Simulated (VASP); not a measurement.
All values below come from G0W0 on PBE orbitals, VASP's PBE PAW potentials (set 64) (plane waves; VASP).

VASP input:

**KPOINTS**
```
Automatic mesh
0
Gamma
4 4 4
0 0 0
```

**POSCAR**
```
SiC
1
    0.0000000000     2.1800000000     2.1800000000
    2.1800000000     0.0000000000     2.1800000000
    2.1800000000     2.1800000000     0.0000000000
Si C
1 1
Direct
  0.0000000000   0.0000000000   0.0000000000
  0.2500000000   0.2500000000   0.2500000000
```

### INCAR
```
! general
SYSTEM      = SiC
PREC        = Normal
ENCUT       = 500
LREAL       = .FALSE.
LASPH       = .TRUE.   ! aspherical one-centre terms
NBANDS      = 160

! electronic loop
ALGO        = EVGW0

! smearing
ISMEAR      = 0   ! Gaussian
SIGMA       = 0.01

! functional
GGA         = PE   ! PBE

! output
LWAVE       = .FALSE.
LCHARG      = .FALSE.

! other
NELMGW      = 1
NOMEGA      = 64
ENCUTGW     = 200
NBANDSGW    = 12
LSPECTRALGW = .TRUE.
```

POTCAR, in this order: Si_GW C_GW_new (PBE.64 set). Program: vasp_std. Read from the step before: WAVECAR, WAVEDER.

The resulting files:

OUTCAR:
```
 ion  position               nearest neighbor table
   1  0.000  0.000  0.000-   2 1.89   2 1.89   2 1.89   2 1.89
   2  0.250  0.250  0.250-   1 1.89   1 1.89   1 1.89   1 1.89
  LATTYP: Found a face centered cubic cell.
 ALAT       =     4.3600000000
 Subroutine PRICEL returns:
 Original cell was already a primitive cell.
 Subroutine GETGRP returns: Found 24 space group operations
The static configuration has the point symmetry T_d .
The dynamic configuration has the point symmetry T_d .
 Subroutine INISYM returns: Found 24 space group operations
 Subroutine IBZKPT returns following result:
 Found      8 irreducible k-points:

 Following reciprocal coordinates:
            Coordinates               Weight
  0.000000  0.000000  0.000000      1.000000
  0.250000  0.000000  0.000000      8.000000
  0.500000  0.000000  0.000000      4.000000
  0.250000  0.250000  0.000000      6.000000
  0.500000  0.250000  0.000000     24.000000
 -0.250000  0.250000  0.000000     12.000000
  0.500000  0.500000  0.000000      3.000000
 -0.250000  0.500000  0.250000      6.000000
 Subroutine IBZKPT_HF returns following result:
   k-points           NKPTS =      8   k-points in BZ     NKDIM =     64   number of bands    NBANDS=    160
   number of dos      NEDOS =    301   number of ions     NIONS =      2
   total plane-waves  NPLWV =   5832
   dimension x,y,z NGX =    18 NGY =   18 NGZ =   18
   dimension x,y,z NGXF=    36 NGYF=   36 NGZF=   36
   ions per type =               1   1
   PREC   = normal    normal or accurate (medium, high low for compatibility)
   ISTART =      1    job   : 0-new  1-cont  2-samecut
   ICHARG =      0    charge: 1-file 2-atom 10-const
   ISPIN  =      1    spin polarized calculation?
   LNONCOLLINEAR =      F non collinear calculations
   LSORBIT =      F    spin-orbit coupling
   INIWAV =      1    electr: 0-lowe 1-rand  2-diag
   ENCUT  =  500.0 eV  36.75 Ry    6.06 a.u.   5.62  5.62  5.62*2*pi/ulx,y,z
   NELM   =     60;   NELMIN=  2; NELMDL=  0     # of ELM steps
...
```

### OSZICAR
```
energies w=
    0.000    0.000    0.592    0.000    1.183    0.000    1.771    0.000
    2.355    0.000    2.934    0.000    3.508    0.000    4.074    0.000
    4.634    0.000    5.186    0.000    5.730    0.000    6.267    0.000
    6.796    0.000    7.318    0.000    7.834    0.000    8.344    0.000
    8.848    0.000    9.348    0.000    9.844    0.000   10.337    0.000
   10.829    0.000   11.320    0.000   11.811    0.000   12.304    0.000
   12.800    0.000   13.299    0.000   13.804    0.000   14.316    0.000
   14.836    0.000   15.367    0.000   15.910    0.000   16.467    0.000
   17.040    0.000   17.632    0.000   18.246    0.000   18.884    0.000
   19.551    0.000   20.249    0.000   20.985    0.000   21.762    0.000
   22.587    0.000   23.467    0.000   24.411    0.000   25.427    0.000
   26.528    0.000   27.728    0.000   29.042    0.000   30.494    0.000
   32.108    0.000   33.915    0.000   35.958    0.000   38.287    0.000
   40.973    0.000   44.107    0.000   47.814    0.000   52.267    0.000
   57.720    0.000   64.548    0.000   73.343    0.000   85.086    0.000
  101.534    0.000  126.180    0.000  167.093    0.000  248.076    0.000
NQ=   1    0.0000    0.0000    0.0000,
 performed        110000 updates of chi_q(r,r)
NQ=   2    0.2500    0.0000    0.0000,
 performed        328000 updates of chi_q(r,r)
NQ=   3    0.5000    0.0000    0.0000,
 performed        515000 updates of chi_q(r,r)
NQ=   4    0.2500    0.2500    0.0000,
 performed        733000 updates of chi_q(r,r)
NQ=   5    0.5000    0.2500    0.0000,
 performed       1035000 updates of chi_q(r,r)
NQ=   6   -0.2500    0.2500    0.0000,
 performed       1306000 updates of chi_q(r,r)
NQ=   7    0.5000    0.5000    0.0000,
 performed       1470000 updates of chi_q(r,r)
NQ=   8   -0.2500    0.5000    0.2500,
 performed       1680000 updates of chi_q(r,r)
 resolving degeneracies of screened two electron integrals
```

**OUTCAR**
```


 k-point   1 :       0.0000    0.0000    0.0000
  band No.  KS-energies  QP-energies   sigma(KS)   V_xc(KS)     V^pw_x(r,r')   Z            occupation Imag(sigma)

      1      -6.8098      -7.9490     -14.2990     -12.7167     -21.6537       0.7200       2.0000       1.3769
      2       8.6145       7.8603     -15.7643     -14.8050     -17.6226       0.7862       2.0000       0.0595
      3       8.6145       7.8603     -15.7643     -14.8050     -17.6226       0.7862       2.0000       0.0595
      4       8.6145       7.8603     -15.7643     -14.8050     -17.6226       0.7862       2.0000       0.0595
      5      14.8234      15.1700     -12.7133     -13.1604      -7.2190       0.7752       0.0000      -0.0983
      6      15.8530      16.2951     -10.9718     -11.5301      -5.6673       0.7919       0.0000      -0.0955
      7      15.8530      16.2951     -10.9718     -11.5301      -5.6673       0.7919       0.0000      -0.0955
      8      15.8530      16.2951     -10.9718     -11.5301      -5.6673       0.7919       0.0000      -0.0955
      9      23.0457      23.5490     -10.7672     -11.4157      -4.4879       0.7761       0.0000      -0.2446
     10      23.0457      23.5490     -10.7672     -11.4157      -4.4879       0.7761       0.0000      -0.2446
     11      25.0121      25.1500      -9.5855      -9.7608      -2.8688       0.7865       0.0000      -0.4306
     12      25.8213      26.0119      -9.9929     -10.2365      -2.9338       0.7826       0.0000      -0.6123

 k-point   2 :       0.2500    0.0000    0.0000
  band No.  KS-energies  QP-energies   sigma(KS)   V_xc(KS)     V^pw_x(r,r')   Z            occupation Imag(sigma)

      1      -5.6134      -6.7141     -14.4040     -12.9036     -21.4430       0.7336       2.0000       1.1970
      2       4.3044       3.3580     -14.6079     -13.3606     -17.6357       0.7588       2.0000       0.1215
      3       8.0039       7.2136     -15.5389     -14.5295     -17.5308       0.7829       2.0000       0.0630
      4       8.0039       7.2136     -15.5389     -14.5295     -17.5308       0.7829       2.0000       0.0630
      5      14.5537      14.9155     -11.6475     -12.1047      -6.4477       0.7913       0.0000      -0.0874
      6      16.4580      16.9057     -10.9599     -11.5289      -5.4752       0.7868       0.0000      -0.1081
      7      16.4580      16.9057     -10.9599     -11.5289      -5.4752       0.7868       0.0000      -0.1081
      8      17.9430      18.4093     -12.5590     -13.1701      -6.4126       0.7631       0.0000      -0.1713
      9      21.6674      22.0640     -10.5123     -11.0221      -4.3378       0.7780       0.0000      -0.2470
     10      21.6674      22.0640     -10.5123     -11.0221      -4.3378       0.7780       0.0000      -0.2470
     11      23.6969      23.7741      -9.7392      -9.8371      -3.0785       0.7882       0.0000      -0.4410
     12      29.5897      29.8858     -10.6179     -11.0081      -3.0181       0.7588       0.0000      -0.8069

 k-point   3 :       0.5000    0.0000    0.0000
  band No.  KS-energies  QP-energies   sigma(KS)   V_xc(KS)     V^pw_x(r,r')   Z            occupation Imag(sigma)

      1      -3.2362      -4.2784     -15.1987     -13.7709     -21.6578       0.7299       2.0000       0.8559
      2       0.0492      -0.9822     -13.4318     -12.0372     -17.8661       0.7395       2.0000       0.3460
      3       7.5558       6.7312     -15.4769     -14.4213     -17.6191       0.7812       2.0000       0.0669
      4       7.5558       6.7312     -15.4769     -14.4213     -17.6191       0.7812       2.0000       0.0669
      5      13.9977      14.3544     -11.7471     -12.1963      -6.6762       0.7940       0.0000      -0.0800
      6      15.7775      16.1770     -10.5686     -11.0706      -5.2825       0.7957       0.0000      -0.0959
      7      15.7775      16.1770     -10.5686     -11.0706      -5.2825       0.7957       0.0000      -0.0959
      8      18.6411      18.9557     -11.3560     -11.7738      -4.8988       0.7532       0.0000      -0.2182
      9      24.7755      25.0404     -11.1320     -11.4787      -3.9505       0.7644       0.0000      -0.4470
     10      25.7659      26.1283     -11.0866     -11.5625      -3.5235       0.7616       0.0000      -0.6042
     11      25.7659      26.1283     -11.0866     -11.5625      -3.5235       0.7616       0.0000      -0.6042
     12      28.8804      29.3724     -11.5522     -12.1940      -4.2919       0.7665       0.0000      -0.7233

 k-point   4 :       0.2500    0.2500    0.0000
  band No.  KS-energies  QP-energies   sigma(KS)   V_xc(KS)     V^pw_x(r,r')   Z            occupation Imag(sigma)

      1      -5.2110      -6.3070     -14.4683     -12.9622     -21.3631       0.7277       2.0000       1.1098
      2       5.2585       4.3468     -15.3326     -14.1382     -18.1374       0.7633       2.0000       0.0998
      3       6.6691       5.7961     -14.9865     -13.8633     -17.3103       0.7773       2.0000       0.0747
      4       6.6691       5.7961     -14.9865     -13.8633     -17.3103       0.7773       2.0000       0.0747
      5      12.6095      12.8519     -10.4912     -10.7930      -5.7055       0.8030       0.0000      -0.0742
      6      14.9068      15.2686     -10.8296     -11.2819      -5.7374       0.7999       0.0000      -0.0848
      7      19.1430      19.6711     -11.8251     -12.5166      -5.5844       0.7638       0.0000      -0.1826
      8      19.1430      19.6711     -11.8251     -12.5166      -5.5844       0.7638       0.0000      -0.1826
      9      20.0932      20.5320     -12.3713     -12.9441      -5.9561       0.7660       0.0000      -0.2204
     10      24.8498      25.3358     -10.7744     -11.3979      -4.0898       0.7796       0.0000      -0.3982
     11      28.9955      29.2262     -10.4196     -10.7134      -2.9422       0.7852       0.0000      -0.8948
     12      28.9955      29.2262     -10.4196     -10.7134      -2.9422       0.7852       0.0000      -0.8948

 k-point   5 :       0.5000    0.2500    0.0000
  band No.  KS-energies  QP-energies   sigma(KS)   V_xc(KS)     V^pw_x(r,r')   Z            occupation Imag(sigma)

      1      -2.8532      -3.8996     -15.1297     -13.6908     -21.3932       0.7272       2.0000       0.7838
      2       1.5278       0.5160     -14.1049     -12.7486     -18.0949       0.7460       2.0000       0.2536
      3       4.6388       3.7080     -14.3192     -13.1031     -17.0937       0.7654       2.0000       0.1055
      4       6.2932       5.3970     -14.9511     -13.7957     -17.3964       0.7756       2.0000       0.0790
      5      12.2907      12.5179     -10.5802     -10.8627      -5.8961       0.8041       0.0000      -0.0707
      6      16.5453      16.9794     -11.7326     -12.2843      -6.3267       0.7869       0.0000      -0.1045
      7      19.0508      19.5352     -11.3571     -11.9830      -5.1830       0.7741       0.0000      -0.1890
      8      19.0656      19.5479     -11.9308     -12.5589      -5.6584       0.7679       0.0000      -0.1850
      9      22.5380      22.9859     -12.0930     -12.6895      -4.8010       0.7509       0.0000      -0.3878
     10      26.0683      26.4532     -11.0305     -11.5430      -3.5821       0.7511       0.0000      -0.5810
     11      28.7684      29.0125     -10.6784     -10.9974      -3.1747       0.7651       0.0000      -0.7826
     12      30.4262      30.9453     -11.7199     -12.3985      -4.1742       0.7651       0.0000      -0.8578

 k-point   6 :      -0.2500    0.2500    0.0000
  band No.  KS-energies  QP-energies   sigma(KS)   V_xc(KS)     V^pw_x(r,r')   Z            occupation Imag(sigma)

      1      -3.7817      -4.8554     -14.7880     -13.3354     -21.2920       0.7391       2.0000       0.9161
      2       2.6531       1.6670     -14.5242     -13.2084     -18.1926       0.7495       2.0000       0.1958
      3       4.2536       3.3080     -14.0826     -12.8416     -16.9605       0.7620       2.0000       0.1150
      4       7.4238       6.5997     -15.3397     -14.2842     -17.4617       0.7808       2.0000       0.0671
      5      14.0885      14.4044     -10.7711     -11.1677      -5.7211       0.7965       0.0000      -0.0840
      6      17.3421      17.7392     -12.0389     -12.5512      -6.1744       0.7751       0.0000      -0.1416
      7      17.5903      18.0484     -11.0547     -11.6422      -5.1595       0.7798       0.0000      -0.1502
      8      18.4470      19.0215     -12.5961     -13.3403      -6.6146       0.7720       0.0000      -0.1454
      9      20.8342      21.2374     -10.5177     -11.0276      -4.5511       0.7909       0.0000      -0.2130
     10      24.0137      24.3527     -11.0031     -11.4511      -3.6225       0.7566       0.0000      -0.4749
     11      28.3223      28.6018     -10.7702     -11.1370      -3.3457       0.7622       0.0000      -0.7267
     12      29.5637      29.8750     -11.2187     -11.6250      -3.3215       0.7662       0.0000      -0.9145

 k-point   7 :       0.5000    0.5000    0.0000
  band No.  KS-energies  QP-energies   sigma(KS)   V_xc(KS)     V^pw_x(r,r')   Z            occupation Imag(sigma)

      1      -1.7782      -2.8150     -15.6861     -14.2595     -21.7332       0.7268       2.0000       0.6623
      2       0.7876      -0.2251     -13.8734     -12.5096     -18.0940       0.7425       2.0000       0.3008
      3       5.4116       4.4687     -14.7484     -13.5208     -17.4716       0.7681       2.0000       0.0921
      4       5.4116       4.4687     -14.7484     -13.5208     -17.4716       0.7681       2.0000       0.0921
      5       9.9213      10.0382     -10.3373     -10.4814      -6.0841       0.8109       0.0000      -0.0602
      6      12.8788      13.1532     -10.4490     -10.7868      -5.7851       0.8125       0.0000      -0.0679
      7      22.5984      23.0928     -12.1976     -12.8674      -4.6312       0.7382       0.0000      -0.4076
      8      22.5984      23.0928     -12.1976     -12.8674      -4.6312       0.7382       0.0000      -0.4076
      9      23.3921      23.9463     -13.3500     -14.1067      -5.7352       0.7324       0.0000      -0.3959
...
```
(Selected blocks of OUTCAR.)

The mesh is coarse and the basis finite, so the quasiparticle values are not converged.

The compound is SiC in the zinc blende structure. The cell was not relaxed at this level. The k-mesh is coarse (spacing up to 0.62 per Å, 2π included), so the numbers may not be converged in it.
